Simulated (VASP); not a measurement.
Input:

```
AuCu3
1.0
    3.73406     0.00000     0.00000
    0.00000     3.73406     0.00000
    0.00000     0.00000     3.73406
Cu Au
3 1
Direct
  0.00000   0.50000   0.50000
  0.50000   0.00000   0.50000
  0.50000   0.50000   0.00000
  0.00000   0.00000   0.00000
```

Computed with PBE GGA with D4 dispersion, VASP's PBE PAW potentials (set 64) (plane waves; VASP 6.6.1). Numerical set-up: 520 eV cut-off, 8×8×8 Γ-centred mesh, first-order Methfessel-Paxton smearing of 0.10 eV, potentials Cu Au.

Unless said otherwise, spin-orbit coupling is left out, though it shifts the bands of the heavy elements here.

Problem. What does the run give for the energy per atom (σ→0), band gap (on the k-mesh) with the smallest direct gap where there is one?

Solution. 
```json
{
  "band gap (on the k-mesh)": "none (metal, semimetal or under 0.01 eV)",
  "energy per atom (σ→0)": "-4.211 eV/atom"
}
```

The absolute energy has meaning only against runs of the same code, potentials and settings.

The compound is Cu3Au in the L1_2 structure. It was relaxed first.
